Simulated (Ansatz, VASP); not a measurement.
## Si3N4 (Si3N4 (P6_3/m)): VASP beside Ansatz

One calculation is typed for both programs; each brings its own data sets. How far apart do they land? The cell is taken from a series of runs on this material, whose earlier steps may have relaxed, scaled, displaced or heated it; both programs get it as it stands.

Main program and level: Ansatz 0.2.0; plane waves, with VASP 6.6.1 beside it; relaxation of cell and atoms at PBEsol.

## Step 1: Starting point

Symmetry: P6_3/m, No. 176, hexagonal system. The conventional cell has a = 7.605 Å, b = 7.605 Å, c = 2.905 Å, α = 90.00°, β = 90.00°, γ = 120.00°. Si has 4 N at 1.73 to 1.74 Å nearest. Nearest to N lie 3 Si at 1.73 Å. Nearest to N lie 3 Si at 1.74 Å. Farther neighbours and most contacts between anions are not listed.

Structure file:

```cif
data_structure
_symmetry_space_group_name_H-M 'P 1'
_symmetry_Int_Tables_number 1
_cell_length_a 7.6045
_cell_length_b 7.6045
_cell_length_c 2.9052
_cell_angle_alpha 90.000
_cell_angle_beta 90.000
_cell_angle_gamma 120.000
_cell_volume 145.50
loop_
_atom_site_label
_atom_site_type_symbol
_atom_site_fract_x
_atom_site_fract_y
_atom_site_fract_z
_atom_site_occupancy
Si1 Si 0.23114 0.82497 0.75003 1
Si2 Si 0.40617 0.23111 0.24990 1
Si3 Si 0.82490 0.59386 0.24990 1
Si4 Si 0.17508 0.40618 0.75003 1
Si5 Si 0.59382 0.76894 0.75003 1
Si6 Si 0.76897 0.17508 0.24990 1
N7 N 0.33330 0.66659 0.75003 1
N8 N 0.66661 0.33330 0.24990 1
N9 N 0.96912 0.66978 0.75003 1
N10 N 0.29932 0.96922 0.24990 1
N11 N 0.66985 0.70061 0.24990 1
N12 N 0.33006 0.29928 0.75003 1
N13 N 0.03079 0.33011 0.24990 1
N14 N 0.70066 0.03082 0.75003 1
```

## Step 2: VASP: relaxation of cell and atoms, PBEsol

The relaxed volume is the usual yardstick between codes: in a stiff, nearly cubic crystal its relative difference is about their pressure difference at one cell divided by the bulk modulus.

Lines of VASP's logs that name or quote its potential files are left out, and so is its time.

The input, INCAR:

```
SYSTEM = Si3N4
PREC = Accurate
ENCUT = 600
EDIFF = 1E-07
NELM = 120
ISMEAR = 0
SIGMA = 0.01
LREAL = .FALSE.
ALGO = Normal
GGA = PS
NBANDS = 46
LORBIT = 11
LWAVE = .FALSE.
LCHARG = .FALSE.
ISIF = 3
IBRION = 2
NSW = 80
EDIFFG = -0.005
LASPH = .TRUE.
GGA_COMPAT = .FALSE.
NELMIN = 4
EFERMI = MIDGAP
KPAR = 4
```

The input, POSCAR:

```
Si3N4
1.0
    7.6045440000      0.0000000000      0.0000000000
   -3.8022720000      6.5857290000      0.0000000000
    0.0000000000      0.0000000000      2.9051990000
Si N
6 8
Direct
    0.2311438626      0.8249656188      0.7500346792
    0.4061686032      0.2311057743      0.2498968229
    0.8249037232      0.5938598445      0.2498968229
    0.1750810835      0.4061813051      0.7500346792
    0.5938162035      0.7689353753      0.7500346792
    0.7689724444      0.1750755307      0.2498968229
    0.3332964354      0.6665928707      0.7500346792
    0.6666124496      0.3332964354      0.2498968229
    0.9691168546      0.6697815838      0.7500346792
    0.2993245052      0.9692169234      0.2498968229
    0.6698486923      0.7006058099      0.2498968229
    0.3300601926      0.2992834962      0.7500346792
    0.0307920303      0.3301077223      0.2498968229
    0.7006603015      0.0308242261      0.7500346792
```

The input, KPOINTS:

```
Automatic mesh
0
Gamma
4 4 10
0 0 0
```

Potentials, in the order of the species: Si and N (PBE family, release 64).

Run with:

```bash
mpirun -np 4 vasp_std
```

Numbers of over 12 decimals in the logs are rounded to 6 here.

What it wrote:

```text
[banner, memory and clock lines left out]
running    4 mpi-ranks, on    1 nodes
 distrk:  each k-point on    1 cores,    4 groups
 distr:  one band on    1 cores,    1 groups

 POSCAR found type information on POSCAR SiN
 POSCAR found :  2 types and      14 ions
|                                                                             |
|               ----> ADVICE to this user running VASP <----                  |
|                                                                             |
|     You enforced a specific xc type in the INCAR file but a different       |
|     [... a line on the potential file left out ...]
|     I HOPE YOU KNOW WHAT YOU ARE DOING!                                     |
|                                                                             |

 LDA part: xc-table for (Slater+PW92), standard interpolation
 POSCAR, INCAR and KPOINTS ok, starting setup
 FFT: planning ... GRIDC
 FFT: planning ... GRID_SOFT
 FFT: planning ... GRID
 WAVECAR not read
 entering main loop
       N       E                     dE             d eps       ncg     rms          rms(c)
DAV:   1     0.303689705890E+03    0.30369E+03   -0.34306E+04  7728   0.145E+03
DAV:   2    -0.110823642803E+03   -0.41451E+03   -0.39252E+03  9936   0.303E+02
DAV:   3    -0.135963410917E+03   -0.25140E+02   -0.24952E+02  9904   0.783E+01
DAV:   4    -0.136346058253E+03   -0.38265E+00   -0.38144E+00  9664   0.993E+00
DAV:   5    -0.136354831610E+03   -0.87734E-02   -0.87657E-02  9570   0.145E+00    0.291E+01
DAV:   6    -0.120733206216E+03    0.15622E+02   -0.52286E+01  9474   0.301E+01    0.135E+01
DAV:   7    -0.120508726176E+03    0.22448E+00   -0.29940E+00 10000   0.749E+00    0.616E+00
DAV:   8    -0.120400070454E+03    0.10866E+00   -0.17833E-01  9404   0.215E+00    0.208E+00
DAV:   9    -0.120385410083E+03    0.14660E-01   -0.31094E-02  9984   0.870E-01    0.293E-01
DAV:  10    -0.120386819537E+03   -0.14095E-02   -0.34745E-03  8878   0.261E-01    0.164E-01
DAV:  11    -0.120387349060E+03   -0.52952E-03   -0.83017E-04  9104   0.144E-01    0.245E-02
DAV:  12    -0.120387382954E+03   -0.33894E-04   -0.44650E-05  9656   0.352E-02    0.109E-02
DAV:  13    -0.120387405121E+03   -0.22167E-04   -0.22780E-05  8784   0.205E-02    0.514E-03
DAV:  14    -0.120387409084E+03   -0.39626E-05   -0.36841E-06  9424   0.929E-03    0.292E-03
DAV:  15    -0.120387410032E+03   -0.94768E-06   -0.21361E-06  8832   0.542E-03    0.209E-03
DAV:  16    -0.120387409976E+03    0.55672E-07   -0.80505E-08  7232   0.159E-03
   1 F= -.12038741E+03 E0= -.12038741E+03  d E =-.120387E+03
[... from here on, the cycles between the ionic steps are left out ...]
   2 F= -.12038087E+03 E0= -.12038087E+03  d E =0.653588E-02
   3 F= -.12039535E+03 E0= -.12039535E+03  d E =-.794138E-02
   5 F= -.12039588E+03 E0= -.12039588E+03  d E =-.528632E-03
   6 F= -.12039605E+03 E0= -.12039605E+03  d E =-.168651E-03
   7 F= -.12039636E+03 E0= -.12039636E+03  d E =-.476658E-03
   8 F= -.12039608E+03 E0= -.12039608E+03  d E =-.198345E-03
   9 F= -.12039640E+03 E0= -.12039640E+03  d E =-.519377E-03
  10 F= -.12039654E+03 E0= -.12039654E+03  d E =-.145044E-03
  11 F= -.12039670E+03 E0= -.12039670E+03  d E =-.303482E-03
  12 F= -.12039676E+03 E0= -.12039676E+03  d E =-.535054E-04
  13 F= -.12039676E+03 E0= -.12039676E+03  d E =-.587632E-04
  14 F= -.12039677E+03 E0= -.12039677E+03  d E =-.130938E-04
  15 F= -.12039678E+03 E0= -.12039678E+03  d E =-.152994E-04
 curvature:  -0.46 expect dE=-0.121E-04 dE for cont linesearch -0.799E-08
 trial: gam= 0.60671 g(F)=  0.252E-04 g(S)=  0.953E-06 ort = 0.985E-06 (trialstep = 0.498E+00)
 search vector abs. value=  0.480E-04
 bond charge predicted
       N       E                     dE             d eps       ncg     rms          rms(c)
DAV:   1    -0.120396785326E+03   -0.83986E-05   -0.20621E-03  7728   0.216E-01    0.999E-03
DAV:   2    -0.120396786668E+03   -0.13423E-05   -0.29931E-05 10072   0.271E-02    0.502E-03
DAV:   3    -0.120396785954E+03    0.71451E-06   -0.10991E-06  9792   0.690E-03    0.247E-03
DAV:   4    -0.120396785840E+03    0.11419E-06   -0.89165E-07  9736   0.473E-03    0.904E-04
DAV:   5    -0.120396785842E+03   -0.24411E-08   -0.98542E-08  5392   0.187E-03
  16 F= -.12039679E+03 E0= -.12039679E+03  d E =-.893399E-05
 trial-energy change:   -0.000009  1 .order   -0.000009   -0.000013   -0.000004
 step:   0.7381(harm=  0.7381)  dis= 0.00034  next Energy=  -120.396787 (dE=-0.987E-05)
 reached required accuracy - stopping structural energy minimisation
```

OUTCAR, selected parts (step 2):

```text
ion  position               nearest neighbor table
   1  0.231  0.825  0.750-   7 1.73   9 1.74  10 1.74  10 1.74   5 2.99   4 2.99   2 3.05   2 3.05
                             3 3.05   3 3.05
   2  0.406  0.231  0.250-   8 1.73  10 1.73  12 1.74  12 1.74   3 2.99   6 2.99   1 3.05   4 3.05
                             1 3.05   4 3.05
   3  0.825  0.594  0.250-   8 1.73  11 1.73   9 1.74   9 1.74   2 2.99   6 2.99   5 3.05   5 3.05
                             1 3.05   1 3.05
   4  0.175  0.406  0.750-   7 1.73  12 1.73  13 1.74  13 1.74   5 2.99   1 2.99   6 3.05   2 3.05
                             6 3.05   2 3.05
   5  0.594  0.769  0.750-   7 1.73  14 1.73  11 1.74  11 1.74   1 2.99   4 2.99   6 3.05   3 3.05
                             6 3.05   3 3.05
   6  0.769  0.175  0.250-   8 1.73  13 1.73  14 1.74  14 1.74   3 2.99   2 2.99   4 3.05   5 3.05
                             4 3.05   5 3.05
   7  0.333  0.667  0.750-   4 1.73   5 1.73   1 1.73
   8  0.667  0.333  0.250-   2 1.73   3 1.73   6 1.73
   9  0.969  0.670  0.750-   1 1.74   3 1.74   3 1.74
  10  0.299  0.969  0.250-   2 1.73   1 1.74   1 1.74
  11  0.670  0.701  0.250-   3 1.73   5 1.74   5 1.74
  12  0.330  0.299  0.750-   4 1.73   2 1.74   2 1.74
  13  0.031  0.330  0.250-   6 1.73   4 1.74   4 1.74
  14  0.701  0.031  0.750-   5 1.73   6 1.74   6 1.74

  LATTYP: Found a hexagonal cell.
 ALAT       =     7.6045440000
 C/A-ratio  =     0.3820346098

 Subroutine GETGRP returns: Found  1 space group operations
 (whereof  1 operations were pure point group operations)

The static configuration has the point symmetry C_1 .

 Found     84 irreducible k-points:

   k-points           NKPTS =     84   k-points in BZ     NKDIM =     84   number of bands    NBANDS=     46

   dimension x,y,z NGX =    64 NGY =   64 NGZ =   24
   dimension x,y,z NGXF=   128 NGYF=  128 NGZF=   48

   ENCUT  =  600.0 eV  44.10 Ry    6.64 a.u.  15.19 15.19  5.80*2*pi/ulx,y,z

   NELECT =      64.0000    total number of electrons

 k-points in reciprocal lattice and weights: Automatic mesh
   0.00000000  0.00000000  0.00000000       0.006
   0.25000000 -0.00000000  0.00000000       0.013
   0.00000000  0.25000000  0.00000000       0.013
  -0.25000000  0.25000000  0.00000000       0.013
   0.50000000 -0.00000000  0.00000000       0.006
   0.00000000  0.50000000  0.00000000       0.006
   0.50000000  0.50000000  0.00000000       0.006
   0.25000000  0.25000000  0.00000000       0.013
  -0.25000000  0.50000000  0.00000000       0.013
[...]
-0.25000000  0.50000000  0.50000000       0.013
   0.50000000  0.25000000  0.50000000       0.013

 average (electrostatic) potential at core
       1 -82.1214       2 -82.1215       3 -82.1214       4 -82.1214       5 -82.1213
       6 -82.1216       7 -60.6495       8 -60.6498       9 -60.9834      10 -60.9835
      11 -60.9834      12 -60.9835      13 -60.9835      14 -60.9836

 E-fermi :   8.7017

 k-point     1 :       0.0000    0.0000    0.0000
  band No.  band energies     occupation
    ...
     28       5.3082      2.00000
     29       5.3083      2.00000
     30       6.1414      2.00000
     31       6.2264      2.00000
     32       6.4134      2.00000
     33      10.7953      0.00000
     34      11.2106      0.00000
     35      11.3864      0.00000
     36      11.3865      0.00000
     37      11.6915      0.00000
    ...

 k-point     2 :       0.2500   -0.0000    0.0000
  band No.  band energies     occupation
    ...
     28       5.0298      2.00000
     29       5.2546      2.00000
     30       6.0546      2.00000
     31       6.1975      2.00000
     32       6.3958      2.00000
     33      10.9400      0.00000
     34      11.2499      0.00000
     35      11.4157      0.00000
     36      11.5128      0.00000
     37      11.8480      0.00000
    ...

 k-point     3 :       0.0000    0.2500    0.0000
  band No.  band energies     occupation
    ...
     28       5.0298      2.00000
     29       5.2546      2.00000
     30       6.0546      2.00000
     31       6.1975      2.00000
     32       6.3958      2.00000
     33      10.9400      0.00000
     34      11.2499      0.00000
     35      11.4157      0.00000
     36      11.5129      0.00000
     37      11.8480      0.00000
    ...

  Total       -0.0011716      0.0083460     -0.0020237      0.0002553     -0.0000131      0.0000242
  in kB       -0.0128058      0.0912205     -0.0221190      0.0027901     -0.0001432      0.0002646
  external PRESSURE =       0.0187652 kB  Pullay stress =       0.0000000 kB

  energy-cutoff  :      600.00
  volume of cell :      146.59
      direct lattice vectors                 reciprocal lattice vectors
     7.625973053 -0.000013368 -0.000000212     0.131130940  0.075709668  0.000000002
    -3.812998162  6.604203179  0.000000254     0.000000265  0.151418874 -0.000000003
    -0.000000081  0.000000065  2.910595333     0.000000010 -0.000000008  0.343572323

 POSITION                                       TOTAL-FORCE (eV/Angst)
 -----------------------------------------------------------------------------------
     -1.37694      5.45579      2.18284        -0.000806     -0.000464      0.000007
      2.21246      1.53546      0.72755         0.000160     -0.000538      0.000005
      4.03651      3.92020      0.72755        -0.001312      0.002270     -0.000010
     -0.22368      2.68379      2.18284         0.001523     -0.000658      0.000007
      1.60041      5.06856      2.18284        -0.000822     -0.000118     -0.000006
      5.18977      1.14818      0.72755         0.001517      0.001080     -0.000008
     -0.00007      4.40271      2.18281         0.000533      0.000838      0.000198
      3.81293      2.20129      0.72759        -0.000824     -0.000651     -0.000200
      4.84599      4.42478      2.18285        -0.000519      0.001788      0.000053
     -1.40912      6.40910      0.72755        -0.002126      0.000907     -0.000051
      2.44207      4.61981      0.72755         0.002898      0.000594     -0.000037
      1.37082      1.98432      2.18285        -0.002517     -0.001831      0.000039
     -1.03321      2.17934      0.72755         0.000239     -0.003338     -0.000051
      5.22197      0.19489      2.18285         0.002058      0.000121      0.000052
 -----------------------------------------------------------------------------------
    total drift:                                0.000012      0.000012     -0.000009

  FREE ENERGIE OF THE ION-ELECTRON SYSTEM (eV)
  ---------------------------------------------------
  free  energy   TOTEN  =      -120.3967858420 eV

  energy  without entropy=     -120.3967858420  energy(sigma->0) =     -120.39678584

 reached required accuracy - stopping structural energy minimisation

 total charge
# of ion       s       p       d       tot
------------------------------------------
    1        0.677   0.974   0.000   1.652
    2        0.677   0.974   0.000   1.652
    3        0.677   0.974   0.000   1.652
    4        0.677   0.974   0.000   1.652
    5        0.677   0.974   0.000   1.652
    6        0.677   0.974   0.000   1.652
    7        1.215   2.717   0.000   3.932
    8        1.215   2.717   0.000   3.932
    9        1.211   2.706   0.000   3.917
   10        1.211   2.706   0.000   3.917
   11        1.211   2.706   0.000   3.917
   12        1.211   2.706   0.000   3.917
   13        1.211   2.706   0.000   3.917
   14        1.211   2.706   0.000   3.917
--------------------------------------------------
tot         13.762  27.517   0.000  41.279

[... 3 further parts left out ...]
```

CONTCAR:

```
Si3N4
   1.00000000000000
     7.6259730528456240   -0.0000133683119281   -0.0000002121640472
    -3.8129981622071325    6.6042031785629591    0.0000002540445616
    -0.0000000806956625    0.0000000645205967    2.9105953330122483
  Si              N
     6     8
Direct
     0.2324970147096053    0.8261098690790650    0.7499645965775676
     0.4063709983343362    0.2324987265057009    0.2499668185220891
     0.8261087393224246    0.5935929717845940    0.2499669178023008
     0.1738577741366916    0.4063766377734028    0.7499646135431038
     0.5936023322798838    0.7674759882618228    0.7499647024957886
     0.7674680917012860    0.1738575567220134    0.2499669196200884
     0.3333180398111962    0.6666526492522720    0.7499527149863584
     0.6666527807925743    0.3333182111742399    0.2499787580207738
     0.9704574751454504    0.6699960880219035    0.7499662911195711
     0.3004516806929445    0.9704584520434890    0.2499651719639882
     0.6699950246121202    0.6995271466280373    0.2499651241362113
     0.3299889912206847    0.3004643649563131    0.7499663678531684
     0.0295116504026619    0.3299925071332769    0.2499651998177863
     0.6995167887381415    0.0295113471638691    0.7499663182411849
```

(Part 1 of 2 ends here.)

[Lines on the potential files, build, host, timing and source positions are cut from VASP's logs without a mark.]

[Logs are printed without paths, hosts, clocks, repeated set-up lines and the standing remarks that a program may print on its own settings, such as how far it seeks lower states.]

[Hosts, paths, dates, database ids (printed as entryN), source tags and the programs' standing remarks are cut or masked in the printed files.]
